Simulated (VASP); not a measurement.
Here is the system:

```xyz
3
Lattice="0.0000 2.7412 2.7138 2.7138 0.0000 2.7138 2.7138 2.7412 0.0000" Properties=species:S:1:pos:R:3 pbc="T T T"
Ce     0.0000     0.0000     0.0000
H      4.0707     4.1118     4.0707
H      1.3569     1.3706     1.3569
```

Computed with r2SCAN meta-GGA, VASP's PBE PAW potentials (set 64) (plane waves; VASP 6.6.1). Run with 480 eV cut-off, 10×10×10 Γ-centred mesh, first-order Methfessel-Paxton smearing of 0.10 eV, potentials Ce H.

The run has a spin-polarised start.

Give the stress tensor in GPa (positive for a compressed cell).

```
1.15  0.00  0.00
0.00  0.71  0.00
0.00  0.00  1.15
```
The pressure is its mean diagonal, 1.00 GPa.

The structure comes from a computed database's CeH2 entry (Fm-3m); how it stands against other phases isn't given here. This cell was strained or had an atom moved on purpose.
